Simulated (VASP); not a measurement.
Method: PBEsol GGA, VASP's PBE PAW potentials (set 64) (plane waves; VASP).

A VASP calculation is set up with these files.

POSCAR:
```
TiAl
1.0
  2.8300000000   0.0000000000   0.0000000000
  0.0000000000   2.8300000000   0.0000000000
  0.0000000000   0.0000000000   4.0700000000
Ti Al
1 1
Cart
  0.0000000000   0.0000000000   0.0000000000
  1.4150000000   1.4150000000   2.0350000000
```

File KPOINTS:
```
Automatic mesh
0
Gamma
12 12 8
0 0 0
```

### INCAR
```
# general
SYSTEM  = TiAl
PREC    = Accurate
ENCUT   = 400
LREAL   = .False.
LASPH   = .True.

# electronic loop
EDIFF   = 1E-6
NELM    = 100
ALGO    = Normal
LMAXMIX = 4

# smearing
ISMEAR  = 1
SIGMA   = 0.1

# functional
GGA     = PS

# ions
IBRION  = 2
NSW     = 60
ISIF    = 3
EDIFFG  = -0.01

# output
LWAVE   = .False.
LCHARG  = .False.
```

POTCAR, in this order: Ti_sv Al (PBE.64 set). Program: vasp_std.

Output of the run:

OSZICAR:
```
       N       E                     dE             d eps       ncg     rms          rms(c)
DAV:   1     0.771490371578E+02    0.77149E+02   -0.65448E+03  3083   0.116E+03
DAV:   2    -0.999040929906E+01   -0.87139E+02   -0.84853E+02  3128   0.304E+02
DAV:   3    -0.147810104781E+02   -0.47906E+01   -0.45694E+01  4720   0.713E+01
DAV:   4    -0.149506856237E+02   -0.16968E+00   -0.16823E+00  3909   0.115E+01
DAV:   5    -0.149574357293E+02   -0.67501E-02   -0.67458E-02  4445   0.209E+00    0.997E+00
DAV:   6    -0.134045765584E+02    0.15529E+01   -0.13049E+01  3828   0.394E+01    0.333E+00
DAV:   7    -0.132576057580E+02    0.14697E+00   -0.12258E+00  3595   0.116E+01    0.188E+00
DAV:   8    -0.132377396073E+02    0.19866E-01   -0.16030E-01  3505   0.435E+00    0.509E-01
DAV:   9    -0.132358039601E+02    0.19356E-02   -0.29181E-02  3667   0.229E+00    0.238E-01
DAV:  10    -0.132356924598E+02    0.11150E-03   -0.17502E-03  3777   0.464E-01    0.602E-02
DAV:  11    -0.132356781645E+02    0.14295E-04   -0.48444E-04  4131   0.240E-01    0.433E-02
DAV:  12    -0.132356792885E+02   -0.11241E-05   -0.26730E-05  3601   0.547E-02    0.124E-02
DAV:  13    -0.132356786948E+02    0.59371E-06   -0.10806E-06  2626   0.996E-03
   1 F= -.13235679E+02 E0= -.13235872E+02  d E =-.132357E+02
       N       E                     dE             d eps       ncg     rms          rms(c)
DAV:   1    -0.139840293401E+02   -0.74835E+00   -0.15232E+01  3400   0.595E+01    0.742E+00
DAV:   2    -0.132925800526E+02    0.69145E+00   -0.47790E+00  3608   0.281E+01    0.171E+00
DAV:   3    -0.132251340651E+02    0.67446E-01   -0.43340E-01  3540   0.654E+00    0.687E-01
DAV:   4    -0.132291386400E+02   -0.40046E-02   -0.11143E-01  3513   0.285E+00    0.449E-01
DAV:   5    -0.132360470572E+02   -0.69084E-02   -0.10307E-02  4047   0.932E-01    0.237E-01
DAV:   6    -0.132419780918E+02   -0.59310E-02   -0.12681E-02  4776   0.602E-01    0.124E-01
DAV:   7    -0.132424552168E+02   -0.47713E-03   -0.73729E-04  3702   0.222E-01    0.155E-02
DAV:   8    -0.132424732849E+02   -0.18068E-04   -0.11039E-04  4272   0.663E-02    0.270E-02
DAV:   9    -0.132424985734E+02   -0.25288E-04   -0.42401E-05  3579   0.597E-02    0.508E-03
DAV:  10    -0.132424987731E+02   -0.19972E-06   -0.58679E-06  3682   0.171E-02
   2 F= -.13242499E+02 E0= -.13242694E+02  d E =-.682008E-02
       N       E                     dE             d eps       ncg     rms          rms(c)
DAV:   1    -0.133898937991E+02   -0.14740E+00   -0.27120E+00  3473   0.258E+01    0.341E+00
DAV:   2    -0.132714316668E+02    0.11846E+00   -0.12556E+00  3746   0.135E+01    0.895E-01
DAV:   3    -0.132455390495E+02    0.25893E-01   -0.14046E-01  3613   0.379E+00    0.220E-01
DAV:   4    -0.132470049562E+02   -0.14659E-02   -0.15805E-02  3638   0.891E-01    0.154E-01
DAV:   5    -0.132490254404E+02   -0.20205E-02   -0.31494E-03  4313   0.420E-01    0.132E-01
DAV:   6    -0.132497135944E+02   -0.68815E-03   -0.20530E-03  4533   0.327E-01    0.217E-02
DAV:   7    -0.132497304675E+02   -0.16873E-04   -0.81247E-05  3498   0.776E-02    0.801E-03
DAV:   8    -0.132497342033E+02   -0.37358E-05   -0.11838E-05  4124   0.329E-02    0.322E-03
DAV:   9    -0.132497342675E+02   -0.64220E-07   -0.10203E-06  2244   0.776E-03
   3 F= -.13249734E+02 E0= -.13249942E+02  d E =-.140556E-01
```

OUTCAR:
```
------------------------ aborting loop because EDIFF is reached ----------------------------------------
  FORCE on cell =-STRESS in cart. coord.  units (eV):
  Direction    XX          YY          ZZ          XY          YZ          ZX
  --------------------------------------------------------------------------------------
  Total       -0.0002986     -0.0002986      0.0008426      0.0000000     -0.0000000      0.0000000
  in kB       -0.0151890     -0.0151890      0.0428668      0.0000000     -0.0000000      0.0000000
  external PRESSURE =       0.0041629 kB  Pullay stress =       0.0000000 kB
  volume of cell :       31.49
      direct lattice vectors                 reciprocal lattice vectors
     2.797538294  0.000000000  0.000000000     0.357457127  0.000000000  0.000000000
     0.000000000  2.797538294  0.000000000     0.000000000  0.357457127  0.000000000
     0.000000000 -0.000000000  4.023980041     0.000000000 -0.000000000  0.248510179
 POSITION                                       TOTAL-FORCE (eV/Angst)
 -----------------------------------------------------------------------------------
      0.00000      0.00000      0.00000         0.000000      0.000000      0.000000
      1.39877      1.39877      2.01199         0.000000     -0.000000      0.000000
 -----------------------------------------------------------------------------------
    total drift:                                0.000000     -0.000000     -0.000000
  FREE ENERGIE OF THE ION-ELECTRON SYSTEM (eV)
  ---------------------------------------------------
  free  energy   TOTEN  =       -13.2497342675 eV

  energy  without entropy=      -13.2503562947  energy(sigma->0) =      -13.24994161

 reached required accuracy - stopping structural energy minimisation
```
(Selected blocks of OUTCAR.)

**CONTCAR**
```
TiAl
   1.00000000000000
     2.7975382944233891    0.0000000000000000    0.0000000000000000
     0.0000000000000000    2.7975382944233891    0.0000000000000000
     0.0000000000000000   -0.0000000000000000    4.0239800413177633
  Ti              Al
     1     1
Direct
     0.0000000000000000    0.0000000000000000    0.0000000000000000
     0.5000000000000000    0.5000000000000000    0.5000000000000000
```

### OUTCAR
```
 val. band max:        8.5074553374   @ k =   0.0000   0.0000   0.1250

 cond. band min:       8.5454028984   @ k =   0.3333   0.2500   0.1250


 Fermi energy:         8.5119431403

 k-point     1 :       0.0000    0.0000    0.0000
  band No.  band energies     occupation
      1     -47.7975      2.00000
      2     -24.3077      2.00000
      3     -23.8349      2.00000
      4     -23.8349      2.00000
      5      -0.6106      2.00000
      6       6.6016      2.00000
      7       7.6581      2.00000
      8       8.2492      2.00129
      9      10.7582      0.00000
     10      10.7582      0.00000
     11      11.9290      0.00000

 k-point     2 :       0.0833    0.0000    0.0000
  band No.  band energies     occupation
      1     -47.7933      2.00000
      2     -24.3034      2.00000
      3     -23.8712      2.00000
      4     -23.8318      2.00000
      5      -0.4711      2.00000
      6       6.7151      2.00000
      7       7.7117      2.00000
      8       8.1151      2.00000
      9      10.7821      0.00000
     10      10.9197      0.00000
     11      11.7884      0.00000

 k-point     3 :       0.1667    0.0000    0.0000
  band No.  band energies     occupation
      1     -47.7811      2.00000
      2     -24.2916      2.00000
      3     -23.9696      2.00000
      4     -23.8232      2.00000
      5      -0.0573      2.00000
      6       7.0150      2.00000
      7       7.7932      2.00000
      8       7.8051      2.00000
      9      10.8488      0.00000
     10      11.3436      0.00000
     11      11.4375      0.00000

 k-point     4 :       0.2500    0.0000    0.0000
  band No.  band energies     occupation
      1     -47.7645      2.00000
      2     -24.2755      2.00000
      3     -24.1022      2.00000
      4     -23.8116      2.00000
      5       0.6157      2.00000
      6       7.3365      2.00000
      7       7.4173      2.00000
      8       7.6986      2.00000
      9      10.9414      0.00000
...
```

Energy and stress use the plane-wave basis of the starting cell.

The compound is TiAl in the L1_0 structure. This run relaxes it. Symmetry was kept, so distortions that lower it aren't found. The electron count is odd and the run is not spin-polarised, which forces a metal.
